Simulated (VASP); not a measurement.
# GeF₄ (space group I-43m): computed properties

Level of theory: PBEsol GGA, VASP's PBE PAW potentials (set 64) (plane waves; VASP 6.6.1).

| Item | Value |
|---|---|
| space group | I-43m (217) |
| cell | a = b = c = 5.4412 Å, α = β = γ = 90.00° |
| volume per atom | 16.11 Å³/atom |
| band gap (over mesh and band path) | 5.39 eV |
| smallest direct gap (over mesh and band path) | 5.78 eV |
| band-edge character | indirect, H to Γ |
| density | 3.06 g/cm³ |
| mean ε∞ (DFPT) | 1.90 |
| mean ε∞ (independent particles) | 2.05 |
| mean static ε | 3.00 |
| optical Γ-point spectrum | 119 (×3), 180 (×2), 232 (×3), 682, 732 (×3) cm⁻¹ |

F4Ge has the cubic space group I-43m (No. 217), Pearson symbol cI10. Lattice parameters: a = 5.4412 Å, b = 5.4412 Å, c = 5.4412 Å, α = 90.00°, β = 90.00°, γ = 90.00°. Ge on 2a is coordinated by 4 F at 1.703 Å (tetrahedral). F on 8c is surrounded by 1 Ge at 1.703 Å. (Neighbours: up to the widest gap in distance over summed covalent radii, below 1.35, at either atom.)
(The calculation used a cell of 5 atoms; values per cell refer to that cell.)

The structure comes from a computed database's GeF4 entry (I-43m); how it stands against other phases isn't given here. It was relaxed first, which changed the volume by +7 %. Symmetry was kept, so distortions that lower it aren't found.
